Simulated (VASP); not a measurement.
Level of theory: PBEsol GGA, VASP's PBE PAW potentials (set 64) (plane waves; VASP 6.6.1).

Input for VASP

### KPOINTS
```
Automatic mesh
0
Gamma
  12 12 6
0 0 0
```

POSCAR:
```
Tl
1
    1.6733435608    -2.9498555074     0.0000000000
    1.7626123161     3.0013948455     0.0000000000
    0.0000000000     0.0000000000     5.5623181137
Tl
2
Direct
  0.3333330000   0.6666670000   0.2500000000
  0.6666670000   0.3333330000   0.7500000000
```

**INCAR**
```
# general
SYSTEM  = Tl
PREC    = Accurate
ENCUT   = 480
LREAL   = .FALSE.
LASPH   = .TRUE.

# electronic loop
EDIFF   = 1E-7
NELM    = 100
ALGO    = Normal
LMAXMIX = 4

# smearing
ISMEAR  = 1
SIGMA   = 0.1

# functional
GGA     = PS

# ions
IBRION  = 2
NSW     = 30
ISIF    = 2
EDIFFG  = -0.01

# output
LWAVE   = .FALSE.
LCHARG  = .FALSE.
```

POTCAR, in this order: Tl_d (PBE.64 set). Program: vasp_std.

Output of the run:

OUTCAR:
```
 ion  position               nearest neighbor table
   1  0.333  0.667  0.250-   2 3.40   2 3.40   2 3.42   2 3.42   2 3.43   2 3.43
   2  0.667  0.333  0.750-   1 3.40   1 3.40   1 3.42   1 3.42   1 3.43   1 3.43
  LATTYP: Found a simple monoclinic cell.
 ALAT       =     3.3914194944
 B/A-ratio  =     1.6401150382
 C/A-ratio  =     1.0132460481
 COS(beta)  =    -0.4803040404
 Subroutine PRICEL returns:
 Original cell was already a primitive cell.
 Subroutine GETGRP returns: Found  4 space group operations
The static configuration has the point symmetry S_2 .
 The point group associated with its full space group is C_2h.
The dynamic configuration has the point symmetry S_2 .
 Subroutine INISYM returns: Found  4 space group operations
 Subroutine IBZKPT returns following result:
 Found    296 irreducible k-points:

 Following reciprocal coordinates:
            Coordinates               Weight
  0.000000  0.000000  0.000000      1.000000
  0.083333  0.000000  0.000000      2.000000
  0.166667  0.000000  0.000000      2.000000
  0.250000  0.000000  0.000000      2.000000
  0.333333 -0.000000  0.000000      2.000000
  0.416667  0.000000  0.000000      2.000000
  0.500000  0.000000  0.000000      1.000000
  0.000000  0.083333  0.000000      2.000000
  0.083333  0.083333  0.000000      2.000000
  0.166667  0.083333  0.000000      2.000000
  0.250000  0.083333  0.000000      2.000000
  0.333333  0.083333  0.000000      2.000000
  0.416667  0.083333  0.000000      2.000000
  0.500000  0.083333  0.000000      2.000000
 -0.416667  0.083333  0.000000      2.000000
 -0.333333  0.083333  0.000000      2.000000
 -0.250000  0.083333  0.000000      2.000000
 -0.166667  0.083333  0.000000      2.000000
 -0.083333  0.083333  0.000000      2.000000
 -0.000000  0.166667  0.000000      2.000000
  0.083333  0.166667  0.000000      2.000000
  0.166667  0.166667  0.000000      2.000000
  0.250000  0.166667  0.000000      2.000000
  0.333333  0.166667  0.000000      2.000000
  0.416667  0.166667  0.000000      2.000000
  0.500000  0.166667  0.000000      2.000000
 -0.416667  0.166667  0.000000      2.000000
 -0.333333  0.166667  0.000000      2.000000
 -0.250000  0.166667  0.000000      2.000000
 -0.166667  0.166667  0.000000      2.000000
 -0.083333  0.166667  0.000000      2.000000
 -0.000000  0.250000  0.000000      2.000000
  0.083333  0.250000  0.000000      2.000000
  0.166667  0.250000  0.000000      2.000000
  0.250000  0.250000  0.000000      2.000000
  0.333333  0.250000  0.000000      2.000000
  0.416667  0.250000  0.000000      2.000000
  0.500000  0.250000  0.000000      2.000000
 -0.416667  0.250000  0.000000      2.000000
 -0.333333  0.250000  0.000000      2.000000
   k-points           NKPTS =    296   k-points in BZ     NKDIM =    296   number of bands    NBANDS=     17
   number of dos      NEDOS =    301   number of ions     NIONS =      2
   total plane-waves  NPLWV =  26880
   dimension x,y,z NGX =    24 NGY =   28 NGZ =   40
   dimension x,y,z NGXF=    48 NGYF=   56 NGZF=   80
   ions per type =               2
   PREC   = accura    normal or accurate (medium, high low for compatibility)
   ISTART =      0    job   : 0-new  1-cont  2-samecut
   ICHARG =      2    charge: 1-file 2-atom 10-const
   ISPIN  =      1    spin polarized calculation?
   LNONCOLLINEAR =      F non collinear calculations
   LSORBIT =      F    spin-orbit coupling
   INIWAV =      1    electr: 0-lowe 1-rand  2-diag
   ENCUT  =  480.0 eV  35.28 Ry    5.94 a.u.   6.06  6.22  9.94*2*pi/ulx,y,z
   NELM   =    100;   NELMIN=  2; NELMDL= -5     # of ELM steps
...
```

OSZICAR:
```
       N       E                     dE             d eps       ncg     rms          rms(c)
DAV:   1     0.119498518153E+03    0.11950E+03   -0.13885E+04 10152   0.136E+03
DAV:   2    -0.332239757946E+01   -0.12282E+03   -0.12136E+03 10705   0.284E+02
DAV:   3    -0.532582090644E+01   -0.20034E+01   -0.19922E+01 11926   0.323E+01
DAV:   4    -0.533780937023E+01   -0.11988E-01   -0.11984E-01 11116   0.249E+00
DAV:   5    -0.533793695502E+01   -0.12758E-03   -0.12758E-03 11641   0.270E-01    0.309E+00
DAV:   6    -0.527387099910E+01    0.64066E-01   -0.12570E-01 10445   0.303E+00    0.216E+00
DAV:   7    -0.526275534520E+01    0.11116E-01   -0.47372E-02 10535   0.184E+00    0.841E-01
DAV:   8    -0.526188685389E+01    0.86849E-03   -0.28224E-03 10403   0.454E-01    0.487E-02
DAV:   9    -0.526188800156E+01   -0.11477E-05   -0.14683E-05 12120   0.370E-02    0.102E-02
DAV:  10    -0.526189024249E+01   -0.22409E-05   -0.27361E-06 10491   0.164E-02    0.105E-03
DAV:  11    -0.526189029614E+01   -0.53652E-07   -0.19824E-07  6650   0.362E-03
   1 F= -.52618903E+01 E0= -.52618895E+01  d E =-.526189E+01
       N       E                     dE             d eps       ncg     rms          rms(c)
DAV:   1    -0.526190798103E+01   -0.17739E-04   -0.88948E-03 10132   0.599E-01    0.433E-03
DAV:   2    -0.526191497807E+01   -0.69970E-05   -0.70078E-05 10657   0.852E-02    0.126E-03
DAV:   3    -0.526191505674E+01   -0.78663E-07   -0.88334E-07 11173   0.784E-03
   2 F= -.52619151E+01 E0= -.52619121E+01  d E =-.247606E-04
       N       E                     dE             d eps       ncg     rms          rms(c)
DAV:   1    -0.526192240431E+01   -0.74262E-05   -0.80057E-02 10116   0.180E+00    0.127E-02
DAV:   2    -0.526198534833E+01   -0.62944E-04   -0.63112E-04 10647   0.256E-01    0.407E-03
DAV:   3    -0.526198606138E+01   -0.71305E-06   -0.79541E-06 11381   0.235E-02    0.388E-03
DAV:   4    -0.526198605388E+01    0.74961E-08   -0.15907E-07  6473   0.398E-03
   3 F= -.52619861E+01 E0= -.52619763E+01  d E =-.957577E-04
       N       E                     dE             d eps       ncg     rms          rms(c)
DAV:   1    -0.526185919590E+01    0.12687E-03   -0.32030E-01 10105   0.360E+00    0.263E-02
DAV:   2    -0.526211095488E+01   -0.25176E-03   -0.25221E-03 10649   0.511E-01    0.758E-03
DAV:   3    -0.526211383495E+01   -0.28801E-05   -0.31781E-05 11359   0.470E-02    0.727E-03
DAV:   4    -0.526211382533E+01    0.96129E-08   -0.67352E-07 10749   0.782E-03
   4 F= -.52621138E+01 E0= -.52620904E+01  d E =-.223529E-03
       N       E                     dE             d eps       ncg     rms          rms(c)
DAV:   1    -0.526129613281E+01    0.81770E-03   -0.12814E+00 10101   0.720E+00    0.525E-02
DAV:   2    -0.526230263114E+01   -0.10065E-02   -0.10083E-02 10632   0.102E+00    0.152E-02
DAV:   3    -0.526231417573E+01   -0.11545E-04   -0.12713E-04 11375   0.941E-02    0.146E-02
DAV:   4    -0.526231413996E+01    0.35766E-07   -0.26794E-06 10885   0.156E-02    0.630E-03
DAV:   5    -0.526231421488E+01   -0.74919E-07   -0.65142E-07 10489   0.561E-03
   5 F= -.52623142E+01 E0= -.52622644E+01  d E =-.423919E-03
```

**OUTCAR**
```
------------------------ aborting loop because EDIFF is reached ----------------------------------------
  FORCE on cell =-STRESS in cart. coord.  units (eV):
  Direction    XX          YY          ZZ          XY          YZ          ZX
  --------------------------------------------------------------------------------------
  Total        0.2658975      0.2063527     -0.2101552     -0.0665557      0.0000000      0.0000000
  in kB        7.4927434      5.8148264     -5.9219774     -1.8754789      0.0000000      0.0000000
  external PRESSURE =       2.4618641 kB  Pullay stress =       0.0000000 kB
  volume of cell :       56.86
      direct lattice vectors                 reciprocal lattice vectors
     1.673343561 -2.949855507  0.000000000     0.293626371 -0.172436312  0.000000000
     1.762612316  3.001394846  0.000000000     0.288584279  0.163703152  0.000000000
     0.000000000  0.000000000  5.562318114     0.000000000  0.000000000  0.179781160
 POSITION                                       TOTAL-FORCE (eV/Angst)
 -----------------------------------------------------------------------------------
      1.74989      1.01850      1.39058         0.008944     -0.000105      0.000000
      1.68606     -0.96696      4.17174        -0.008944      0.000105      0.000000
 -----------------------------------------------------------------------------------
    total drift:                                0.000000     -0.000000      0.000000
  FREE ENERGIE OF THE ION-ELECTRON SYSTEM (eV)
  ---------------------------------------------------
  free  energy   TOTEN  =        -5.2623142149 eV

  energy  without entropy=       -5.2621647957  energy(sigma->0) =       -5.26226441

 reached required accuracy - stopping structural energy minimisation
```
(Selected blocks of OUTCAR.)

### CONTCAR
```
Tl
   1.00000000000000
     1.6733435608000000   -2.9498555074000001    0.0000000000000000
     1.7626123161000000    3.0013948455000001    0.0000000000000000
     0.0000000000000000    0.0000000000000000    5.5623181137000000
  Tl
     2
Direct
     0.3381879145733646    0.6717233125256857    0.2500000000000000
     0.6618120854266354    0.3282766874743142    0.7500000000000000
```

The compound is Tl in the hcp structure. This cell was strained or had an atom moved on purpose. Symmetry was kept, so distortions that lower it aren't found.
